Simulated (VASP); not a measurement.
Given:

```xyz
4
Lattice="1.6063 -2.7822 0.0000 1.6063 2.7822 0.0000 0.0000 0.0000 5.2286" Properties=species:S:1:pos:R:3 pbc="T T T"
Ga     1.6063    -0.9274     2.6144
Ga     1.6063     0.9274     0.0001
N      1.6063    -0.9274     4.5854
N      1.6063     0.9274     1.9711
```

All values below come from AM05 GGA, VASP's PBE PAW potentials (set 64) (plane waves; VASP 6.6.1). Run with 520 eV cut-off, 8×8×5 Γ-centred mesh, Gaussian smearing of 0.050 eV, potentials Ga_d N.

**Question.** What does the run give for the energy per atom (σ→0), pressure?

**Answer.** 
| Property | Result |
|---|---|
| energy per atom (σ→0) | -6341 meV/atom |
| pressure | -5.15 GPa |

The absolute energy has meaning only against runs of the same code, potentials and settings.

The compound is GaN in the wurtzite structure. This cell is one point of a volume scan, at 1.03 of the reference volume.
